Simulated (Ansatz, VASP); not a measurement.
# ScTeN3: VASP beside Ansatz, part 2 of 2

Wanted: the spread between two codes on one cell, functional and k mesh. The cell is generated by rule, not measured, and may not be a known phase. The cell is taken from a series of runs on this material, whose earlier steps may have relaxed, scaled, displaced or heated it; both programs get it as it stands.

VASP 6.6.1 and Ansatz 0.2.0.

So far: The starting structure; VASP: zone-centre phonons, PBEsol.

### Step 2. VASP: zone-centre phonons, PBEsol (continued)

Level of this step: PBEsol; plane waves and PAW (Sc_sv, Te, N); invented cell (VASP).

Numbers of over 12 decimals in the logs are rounded to 6 here.

Parts of OUTCAR (step 2):

```text
ion  position               nearest neighbor table
   1  0.000  0.000  0.000-   2 3.39   2 3.39   2 3.39   2 3.39   2 3.39   2 3.39   2 3.39   2 3.39

  LATTYP: Found a simple cubic cell.
 ALAT       =     3.9131533689

 Subroutine GETGRP returns: Found 48 space group operations
 (whereof 48 operations were pure point group operations)

The static configuration has the point symmetry O_h .

 Found     84 irreducible k-points:

   k-points           NKPTS =     84   k-points in BZ     NKDIM =     84   number of bands    NBANDS=     22

   dimension x,y,z NGX =    32 NGY =   32 NGZ =   32
   dimension x,y,z NGXF=    64 NGYF=   64 NGZF=   64

   ENCUT  =  600.0 eV  44.10 Ry    6.64 a.u.   7.82  7.82  7.82*2*pi/ulx,y,z

   NELECT =      32.0000    total number of electrons

 k-points in reciprocal lattice and weights: Automatic mesh
   0.00000000  0.00000000  0.00000000       0.001
   0.08333333  0.00000000  0.00000000       0.003
   0.16666667  0.00000000  0.00000000       0.003
   0.25000000  0.00000000  0.00000000       0.003
   0.33333333  0.00000000  0.00000000       0.003
   0.41666667  0.00000000  0.00000000       0.003
   0.50000000  0.00000000  0.00000000       0.002
   0.08333333  0.08333333  0.00000000       0.007
   0.16666667  0.08333333  0.00000000       0.014
[...]
0.50000000  0.50000000  0.41666667       0.003
[...]
POSITION                                       TOTAL-FORCE (eV/Angst)
 -----------------------------------------------------------------------------------
      0.00000      0.00000      0.00000         0.000000      0.000000      0.000000
      1.95658      1.95658      1.95658         0.000000      0.000000      0.000000
      1.95658      1.95658      0.00000         0.000000      0.000000      0.000000
      1.95658      0.00000      1.95658         0.000000      0.000000      0.000000
      0.00000      1.95658      1.95658         0.000000      0.000000      0.000000
 -----------------------------------------------------------------------------------
    total drift:                                0.000000     -0.000000     -0.000000

 Eigenvectors and eigenvalues of the dynamical matrix
 ----------------------------------------------------

   1 f  =   26.645360 THz   167.417737 2PiTHz  888.793554 cm-1   110.196307 meV
             X         Y         Z           dx          dy          dz
      0.000000  0.000000  0.000000     0.009232   -0.021086   -0.000000
      1.956577  1.956577  1.956577     0.095338   -0.217751    0.000000
      1.956577  1.956577  0.000000     0.040446   -0.092377   -0.000000
      1.956577  0.000000  1.956577     0.040446    0.879894   -0.000000
      0.000000  1.956577  1.956577    -0.385244   -0.092377   -0.000000

   2 f  =   26.645360 THz   167.417737 2PiTHz  888.793554 cm-1   110.196307 meV
             X         Y         Z           dx          dy          dz
      0.000000  0.000000  0.000000    -0.000000   -0.000000   -0.023018
      1.956577  1.956577  1.956577    -0.000000   -0.000000   -0.237707
      1.956577  1.956577  0.000000    -0.000000   -0.000000    0.960535
      1.956577  0.000000  1.956577    -0.000000    0.000000   -0.100844
      0.000000  1.956577  1.956577     0.000000   -0.000000   -0.100844

   3 f  =   26.645360 THz   167.417737 2PiTHz  888.793554 cm-1   110.196307 meV
             X         Y         Z           dx          dy          dz
      0.000000  0.000000  0.000000     0.021086    0.009232   -0.000000
      1.956577  1.956577  1.956577     0.217751    0.095338    0.000000
      1.956577  1.956577  0.000000     0.092377    0.040446    0.000000
      1.956577  0.000000  1.956577     0.092377   -0.385244   -0.000000
      0.000000  1.956577  1.956577    -0.879894    0.040446   -0.000000

   4 f  =    6.420139 THz    40.338923 2PiTHz  214.152788 cm-1    26.551550 meV
             X         Y         Z           dx          dy          dz
      0.000000  0.000000  0.000000    -0.377482    0.449675    0.002145
      1.956577  1.956577  1.956577     0.379517   -0.452099   -0.002157
      1.956577  1.956577  0.000000    -0.250811    0.298779   -0.000183
      1.956577  0.000000  1.956577    -0.250811   -0.038371    0.001425
      0.000000  1.956577  1.956577     0.032211    0.298779    0.001425

   5 f  =    6.420139 THz    40.338923 2PiTHz  214.152788 cm-1    26.551550 meV
             X         Y         Z           dx          dy          dz
      0.000000  0.000000  0.000000    -0.008479   -0.009918    0.586971
      1.956577  1.956577  1.956577     0.008525    0.009972   -0.590135
      1.956577  1.956577  0.000000    -0.005634   -0.006590   -0.050087
      1.956577  0.000000  1.956577    -0.005634    0.000846    0.390002
      0.000000  1.956577  1.956577     0.000724   -0.006590    0.390002

   6 f  =    6.420139 THz    40.338923 2PiTHz  214.152788 cm-1    26.551550 meV
             X         Y         Z           dx          dy          dz
      0.000000  0.000000  0.000000    -0.449600   -0.377358   -0.012871
      1.956577  1.956577  1.956577     0.452024    0.379392    0.012941
      1.956577  1.956577  0.000000    -0.298729   -0.250728    0.001098
      1.956577  0.000000  1.956577    -0.298729    0.032200   -0.008552
      0.000000  1.956577  1.956577     0.038365   -0.250728   -0.008552

   7 f  =    0.001536 THz     0.009651 2PiTHz    0.051237 cm-1     0.006353 meV
             X         Y         Z           dx          dy          dz
      0.000000  0.000000  0.000000     0.000822    0.457512    0.008914
      1.956577  1.956577  1.956577     0.001385    0.771053    0.015022
      1.956577  1.956577  0.000000     0.000459    0.255476    0.004976
      1.956577  0.000000  1.956577     0.000459    0.255422    0.004977
      0.000000  1.956577  1.956577     0.000459    0.255476    0.004977

   8 f  =    0.001536 THz     0.009651 2PiTHz    0.051237 cm-1     0.006353 meV
             X         Y         Z           dx          dy          dz
      0.000000  0.000000  0.000000     0.456146   -0.001529    0.036416
      1.956577  1.956577  1.956577     0.768751   -0.002577    0.061373
      1.956577  1.956577  0.000000     0.254713   -0.000854    0.020331
      1.956577  0.000000  1.956577     0.254713   -0.000854    0.020335
      0.000000  1.956577  1.956577     0.254660   -0.000854    0.020335

   9 f  =    0.001536 THz     0.009651 2PiTHz    0.051237 cm-1     0.006353 meV
             X         Y         Z           dx          dy          dz
      0.000000  0.000000  0.000000    -0.036439   -0.008820    0.456061
      1.956577  1.956577  1.956577    -0.061412   -0.014864    0.768608
      1.956577  1.956577  0.000000    -0.020348   -0.004925    0.254612
      1.956577  0.000000  1.956577    -0.020348   -0.004924    0.254666
      0.000000  1.956577  1.956577    -0.020344   -0.004925    0.254666

  10 f/i=    7.301987 THz    45.879737 2PiTHz  243.568067 cm-1    30.198578 meV
             X         Y         Z           dx          dy          dz
      0.000000  0.000000  0.000000    -0.000000   -0.000000    0.000000
      1.956577  1.956577  1.956577    -0.000000   -0.000000    0.000000
      1.956577  1.956577  0.000000     0.000458   -0.039304   -0.000000
      1.956577  0.000000  1.956577    -0.000458   -0.000000    0.706013
      0.000000  1.956577  1.956577    -0.000000    0.039304   -0.706013

  11 f/i=    7.301987 THz    45.879737 2PiTHz  243.568067 cm-1    30.198578 meV
             X         Y         Z           dx          dy          dz
      0.000000  0.000000  0.000000     0.000000   -0.000000   -0.000000
      1.956577  1.956577  1.956577    -0.000000    0.000000   -0.000000
      1.956577  1.956577  0.000000    -0.707105   -0.001729   -0.000000
      1.956577  0.000000  1.956577     0.707105   -0.000000    0.000362
      0.000000  1.956577  1.956577    -0.000000    0.001729   -0.000362

  12 f/i=    7.301987 THz    45.879737 2PiTHz  243.568067 cm-1    30.198578 meV
             X         Y         Z           dx          dy          dz
      0.000000  0.000000  0.000000     0.000000   -0.000000   -0.000000
      1.956577  1.956577  1.956577     0.000000    0.000000    0.000000
      1.956577  1.956577  0.000000     0.001706   -0.706011    0.000000
      1.956577  0.000000  1.956577    -0.001706    0.000000   -0.039305
      0.000000  1.956577  1.956577     0.000000    0.706011    0.039305

  13 f/i=    8.882993 THz    55.813490 2PiTHz  296.304746 cm-1    36.737090 meV
             X         Y         Z           dx          dy          dz
      0.000000  0.000000  0.000000    -0.012122    0.229972   -0.626366
      1.956577  1.956577  1.956577     0.000321   -0.006098    0.016609
      1.956577  1.956577  0.000000     0.009479   -0.179840    0.091951
      1.956577  0.000000  1.956577     0.009479   -0.033760    0.489825
      0.000000  1.956577  1.956577     0.001779   -0.179840    0.489825

  14 f/i=    8.882993 THz    55.813490 2PiTHz  296.304746 cm-1    36.737090 meV
             X         Y         Z           dx          dy          dz
      0.000000  0.000000  0.000000    -0.056694   -0.624558   -0.228211
      1.956577  1.956577  1.956577     0.001503    0.016561    0.006051
      1.956577  1.956577  0.000000     0.044335    0.488411    0.033501
      1.956577  0.000000  1.956577     0.044335    0.091685    0.178464
      0.000000  1.956577  1.956577     0.008323    0.488411    0.178464

  15 f/i=    8.882993 THz    55.813490 2PiTHz  296.304746 cm-1    36.737090 meV
             X         Y         Z           dx          dy          dz
      0.000000  0.000000  0.000000    -0.664836    0.049066    0.030881
      1.956577  1.956577  1.956577     0.017629   -0.001301   -0.000819
      1.956577  1.956577  0.000000     0.519909   -0.038370   -0.004533
      1.956577  0.000000  1.956577     0.519909   -0.007203   -0.024149
      0.000000  1.956577  1.956577     0.097598   -0.038370   -0.024149

 ELASTIC MODULI CONTR FROM IONIC RELAXATION (kBar)
 Direction    XX          YY          ZZ          XY          YZ          ZX
 --------------------------------------------------------------------------------
 XX           0.0000      0.0000      0.0000      0.0000      0.0000      0.0000
 YY           0.0000      0.0000      0.0000      0.0000      0.0000      0.0000
 ZZ           0.0000      0.0000      0.0000      0.0000      0.0000      0.0000
 XY           0.0000      0.0000      0.0000      0.0000      0.0000      0.0000
 YZ           0.0000      0.0000      0.0000      0.0000      0.0000      0.0000
 ZX           0.0000      0.0000      0.0000      0.0000      0.0000      0.0000
 --------------------------------------------------------------------------------
```

### Step 3. Ansatz: zone-centre phonons, PBEsol

Ansatz runs on its PAW soft_1 files.

The same cell, functional, mesh and smearing now go to Ansatz, which takes its cutoff from its data sets.

Contents of input.yaml:

```yaml
crystal:
  lattice:
    - [3.9131533689, 0.0, 0.0]
    - [0.0, 3.9131533689, 0.0]
    - [0.0, 0.0, 3.9131533689]
  atoms:
    - { symbol: Sc, position: [0.0, 0.0, 0.0] }
    - { symbol: Te, position: [0.5, 0.5, 0.5] }
    - { symbol: "N", position: [0.5, 0.5, 0.0] }
    - { symbol: "N", position: [0.5, 0.0, 0.5] }
    - { symbol: "N", position: [0.0, 0.5, 0.5] }
kpoints:
  mp_grid: { grid: [12, 12, 12] }
hamiltonian:
  xc: pbesol
  pseudopotentials: { kind: paw, azcp: { folder: soft_1 }, xc_functional: pbe }
scf:
  occupations: { method: methfessel_paxton, width: 0.2 }
output:
  eigenvalues: true
phonons:
  method: dfpt
```

Run with:

```
> ansatz run input.yaml --threads 8 --pin off --max-ram 16384MiB --backend cpu --events-out ev --progress --plain --runs-dir out
```

Output:

```text
zone centre: on kpoints.mp_grid the ground state, and the responses unless they are solved on pairs of k-points, stand on 343 of the mesh's 1728 k-points, reduced under 8 symmetry operations, with k and −k counted as one. Each operation leaves every solved displacement unchanged or reverses it
Engine: ansatz 0.2.0, x86_64-unknown-linux-gnu
Pseudopotentials: kind: paw
Pseudopotential: Sc, paw, valence charge 11, recommended cutoff 420 eV (normal), soft_1/Sc.paw.azcp
Pseudopotential: Te, paw, valence charge 16, recommended cutoff 420 eV (normal), soft_1/Te.paw.azcp
Pseudopotential: N, paw, valence charge 5, recommended cutoff 420 eV (normal), soft_1/N.paw.azcp
Functional definition: PBEsol
  exchange = pbesol_x
  correlation = pbesol_c
Crystal: 5 atoms, lattice volume = 59.921 Å³
Basis set: ecut = 420 eV, 1189 PW (Γ), exchange–correlation on 54×54×54 points (8 copies of the dense FFT grid, shifted against one another)
Bands: 26, of which v1, the nominal top of the filled ones, is band 21 counted from 1 (20 counted from 0)
Symmetry: 48 space group operations
k-points: 343 of 1728 (irreducible under 8 space group operations)
Non-local potential: Sc, projectors of the file, l = 0: 3, l = 1: 2, l = 2: 3, l = 3: 1
Non-local potential: Te, projectors of the file, l = 0: 2, l = 1: 2, l = 2: 2, l = 3: 1
Non-local potential: N, projectors of the file, l = 0: 2, l = 1: 2, l = 2: 1
PAW form: soft (Blöchl's): semilocal exchange-correlation on the pseudo side does not see the compensation charge
PAW frozen core: Sc, regenerated for the run's functional, and the local potential with it (the file was generated under x = pbe(κ = 0.804, μ = 0.219515), c = pbe(β = 0.066725))
PAW frozen core: Te, regenerated for the run's functional, and the local potential with it (the file was generated under x = pbe(κ = 0.804, μ = 0.219515), c = pbe(β = 0.066725))
PAW frozen core: N, regenerated for the run's functional, and the local potential with it (the file was generated under x = pbe(κ = 0.804, μ = 0.219515), c = pbe(β = 0.066725))
PAW one-centre angular grid: Sc, 590 points (default); XC on 64 Gauss nodes
PAW one-centre angular grid: Te, 590 points (default); XC on 64 Gauss nodes
PAW one-centre angular grid: N, 110 points (default); XC on 64 Gauss nodes
Initial density: superposition of atomic densities (chi_scale 0.1, normalization cell, long waves kept (reshape's long-wave potential 0.00 eV rms))
Initial wavefunctions: pseudopotential atomic-orbital guess
Functional: x = pbesol(κ = 0.804, μ = 0.123457), c = pbesol(β = 0.046)
SCF iter   1: F=—  HF=-10147.642948 eV  |F-HF|=—  |Δ(HF+E_count)|=         —  Δρ=9.43e-2  dr2=5.99e0  ethr=3.10e-3  ⟨swp⟩=5.6  Hψ=40130  notcnv=0
preconditioner: auto → Kerker (q_TF=auto, 2.571 Å⁻¹)  [metal: Δε(μ)=0.041 eV  Ē_g=8.978 eV  σ=0.200 eV  W_gap=0.17  n_scr=18 (ndim 8)  ℏωp=23.5 eV  f_vac=0.000  D(μ)=0.79/eV (n_scr^D=0)]
SCF iter   2: F=—  HF=-10146.329150 eV  |F-HF|=—  |Δ(HF+E_count)|=    1.31e0  S|Δr|=    0.00e0  Δρ=4.57e-2  dr2=1.41e0  ethr=3.10e-3  ⟨swp⟩=2.0  Hψ=16447  notcnv=0  defer=304
SCF iter   3: F=—  HF=-10145.952982 eV  |F-HF|=—  |Δ(HF+E_count)|=   3.76e-1  S|Δr|=    0.00e0  Δρ=1.08e-2  dr2=7.88e-2  ethr=3.10e-3  ⟨swp⟩=2.2  Hψ=14444  notcnv=0  defer=304
SCF iter   4: F=—  HF=-10145.929004 eV  |F-HF|=—  |Δ(HF+E_count)|=   2.40e-2  S|Δr|=    0.00e0  Δρ=1.35e-3  dr2=1.68e-3  ethr=1.88e-4  ⟨swp⟩=2.1  Hψ=15017  notcnv=0  defer=268
SCF iter   5: F=—  HF=-10145.928600 eV  |F-HF|=—  |Δ(HF+E_count)|=   4.03e-4  S|Δr|=    0.00e0  Δρ=3.81e-4  dr2=1.51e-4  ethr=4.01e-6  ⟨swp⟩=2.1  Hψ=12781  notcnv=0  defer=268
SCF iter   6: F=—  HF=-10145.928583 eV  |F-HF|=—  |Δ(HF+E_count)|=   1.72e-5  S|Δr|=    0.00e0  Δρ=9.52e-5  dr2=7.53e-6  ethr=3.60e-7  ⟨swp⟩=2.1  Hψ=11536  notcnv=0  defer=268
SCF iter   7: F=—  HF=-10145.928587 eV  |F-HF|=—  |Δ(HF+E_count)|=   3.70e-6  S|Δr|=    0.00e0  Δρ=2.18e-5  dr2=2.37e-7  ethr=1.79e-8  ⟨swp⟩=2.2  Hψ=15490  notcnv=0  defer=268
SCF iter   8: F=—  HF=-10145.928586 eV  |F-HF|=—  |Δ(HF+E_count)|=   1.23e-6  S|Δr|=    0.00e0  Δρ=5.26e-6  dr2=1.48e-8  ethr=5.64e-10  ⟨swp⟩=2.0  Hψ=15335  notcnv=0  defer=268
SCF iter   9: F=—  HF=-10145.928586 eV  |F-HF|=—  |Δ(HF+E_count)|=   5.78e-9  S|Δr|=    0.00e0  Δρ=1.14e-6  dr2=5.08e-10  ethr=3.53e-11  ⟨swp⟩=2.0  Hψ=15380  notcnv=0  defer=268
SCF iter  10: F=—  HF=-10145.928586 eV  |F-HF|=—  |Δ(HF+E_count)|=  3.22e-10  S|Δr|=    0.00e0  Δρ=1.95e-7  dr2=1.63e-11  ethr=1.21e-12  ⟨swp⟩=2.5  Hψ=12249  notcnv=0  defer=268
SCF iter  11: F=-10145.928586 eV  HF=-10145.928586 eV  |F-HF|=3.64e-12  |Δ(HF+E_count)|=  7.28e-12  S|Δr|=    0.00e0  Δρ=4.57e-8  dr2=1.52e-12  ethr=1.00e-12  ⟨swp⟩=10.6  Hψ=43644  notcnv=0
SCF 1 converged in 11 iterations: F = -10145.928586 eV  dr2 = 1.52e-12
  greatest PAW one-centre occupation: 1.000 electrons in one spin orbital (limit 2), on the Te atom at site 1 (counted from 0), in its partial waves of l = 2
DFPT response loops at Γ: preconditioner auto → Kerker (q_TF=auto, 2.571 Å⁻¹) (partly filled bands, converged f_vac=0.000); β = 1.00, the filter's whole step (`scf.mixing.beta` (0.50) is not read by the response loops under this deck's `scf.mixing.preconditioner`; to damp them name `kerker` or `kerker_dos`, under which they read `scf.mixing.beta`, and type it under 1.00, their step now; both keys bind the ground state too); Broyden in place of MSR1
SCF converged after 11 iterations
Stability not checked: this state was not tested for a lower state beside it, because cold or Methfessel-Paxton smearing, or corrected tetrahedra, fill the levels in a way that the test cannot read (fill_not_monotonic; see scf.lower_state_search)
Free energy (F): -10145.928586 eV
Harris-Foulkes:  -10145.928586 eV  (|F-HF|=3.64e-12)
Internal energy: -10145.927516 eV  (E = F + TS)
E sigma→0 (E₀):  -10145.928318 eV
Entropy (-TS):   -0.001070 eV (-0.214 meV/atom)
Fermi energy:    12.912159 eV
--- Per-component energies (eV) ---
  E_band       = -289.359630
  E_kinetic    = 768.441123
  E_local      = -2565.660788  (includes V_loc(G=0)·N_el)
  E_nonlocal   = 317.328831
  E_hartree    = 1127.886771
  E_xc         = -383.986652
  E_vxc        = -433.219106  (∫ρ·V_xc dr)
  E_paw        = -5932.378781  (= ΣΔE_a)
  E_vpaw       = -632.025661  (= ΣTr[D̂ρ^β])
  E_aug_tail   = 0.002420  (compensation charges beyond the density's cutoff)
  E_ewald      = -3478.148573
  E_core_change = 0.588133  (= ΣΔE_core)
  E_smearing   = -0.001070  (= −TS)
  E_closure    = -0.000000  (closes the sum)
  Σ components = -10145.928586   (vs F -10145.928586, Δ=0.00e0)
--- Band table (eV; the first three rows and the last of 343) ---
  k-point 0: bands = [... 17 lower, 11.4461, 11.4461, 11.4817, 11.4817, 11.4817, 13.7864, 13.7864, 14.2307, ... 1 higher]
  k-point 1: bands = [... 17 lower, 11.3835, 11.3835, 11.4149, 11.4149, 11.4173, 13.8416, 13.9720, 14.2398, ... 1 higher]
  k-point 2: bands = [... 17 lower, 11.1580, 11.1580, 11.3188, 11.3188, 11.6784, 13.9965, 14.2647, 14.3876, ... 1 higher]
  k-point 342: bands = [... 17 lower, 10.9516, 13.3357, 13.3357, 13.3357, 14.4973, 14.4973, 14.4973, 14.9808, ... 1 higher]
--- Phonons (Γ-DFPT): 4 representative perturbations + reference, on 343 of 1728 k-points (Σ response iterations 15) ---
  k mesh reduced under 8 symmetry operations, with k and −k counted as one. Each operation leaves every solved displacement unchanged or reverses it
  ASR residual: 2.180e-5 → 0.000e0 eV/Å²; symmetrization residual: 4.413e-6 eV/Å²
  ASR residual per site (eV/Å²): 2.18e-5 1.15e-5 5.04e-6 5.04e-6 5.04e-6
  Γ frequencies (cm⁻¹): -295.86 -295.86 -295.86 -240.45 -240.45 -240.45 0.00 0.00 0.00 214.63 214.63 214.63 869.24 869.24 869.24
  non-analytic LO–TO correction: not included (Born effective charges unavailable; polar crystals: no LO–TO splitting at Γ)
```

### Step 4. Comparison

Known differences besides the potentials themselves: the data sets hold 42 valence electrons in Ansatz (on its PAW soft_1 files) and 32 in VASP; the cutoff is 420 eV in Ansatz and 600 eV in VASP; Ansatz makes its cores anew for this functional, VASP keeps those of its PBE data sets. Total energies have different zeros and are not compared.

Compared:

| quantity | Ansatz | VASP | difference |
| --- | --- | --- | --- |
| optical mode 1 to 3 (imaginary, printed as negative) (cm⁻¹) | -295.9 | -296.3 | +0.4 |
| optical mode 4 to 6 (imaginary, printed as negative) (cm⁻¹) | -240.4 | -243.6 | +3.1 |
| optical mode 7 to 9 (cm⁻¹) | 214.6 | 214.2 | +0.22 % |
| optical mode 10 to 12 (cm⁻¹) | 869.2 | 888.8 | -2.20 % |

Modes are paired by rising frequency, not by their patterns, so a pair may set unlike modes beside each other; they are those without the splitting of longitudinal modes.

### Step 5. Outcome

| Quantity | Value |
| --- | --- |
| r.m.s. difference of the optical zone-centre modes, each program's sorted by frequency (zone-centre phonons, PBEsol) | 9.9 cm⁻¹ |
| difference in optical mode 10 to 12 (zone-centre phonons, PBEsol) | -2.2 % |

What this shows: The r.m.s. difference of the optical zone-centre modes, each program's sorted by frequency is 9.9 cm⁻¹ (zone-centre phonons, PBEsol). The data sets hold unlike numbers of valence electrons (42 in Ansatz and 32 in VASP), so part of the differences comes from the potentials. Among the rows given in per cent, the largest difference of the zone-centre phonons, PBEsol pair is in optical mode 10 to 12, -2.2 %. How closely two codes agree says nothing of how well the functional describes the real material.

[Lines on the potential files, build, host, timing and source positions are cut from VASP's logs without a mark.]

[Logs are printed without paths, hosts, clocks, repeated set-up lines and the standing remarks that a program may print on its own settings, such as how far it seeks lower states.]

[Hosts, paths, dates, database ids (printed as entryN), source tags and the programs' standing remarks are cut or masked in the printed files.]
